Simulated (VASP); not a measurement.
SiGe (relaxed from the CsCl type structure, space group Pm-3m) relaxed at rising pressure, in one space group throughout; other phases were not tried. The pressures are those reached. These are PBEsol GGA, VASP's PBE PAW potentials (set 64) (plane waves; VASP 6.6.1) values and carry that method's errors.

```tsv
P (GPa)	V (Å³/atom)	k-mesh
-0.04	16.406	11×11×11
5.01	15.611	12×12×12
9.79	14.959	12×12×12
20.03	13.966	12×12×12
29.97	13.232	12×12×12
```

A change of mesh leaves a small step in the series.

Q: Fit an equation of state and predict the volume at 44.86 GPa.

A: Least squares on the third-order Birch-Murnaghan form, P = (3B0/2)(y⁷ − y⁵)[1 + (3/4)(B′ − 4)(y² − 1)] with y = (V0/V)^(1/3), gives V0 = 16.407 Å³/atom, B0 = 88 GPa and B′ = 4.2, and so 12.400 Å³/atom. The run gave 12.401 Å³/atom, +0.0 % from the fit.

Pressures at which the relaxation failed are left out.

The structure was generated: SiGe was put into the CsCl type type (Pm-3m), which need not be its known phase. VASP warned that the highest band is occupied, so more bands are needed.
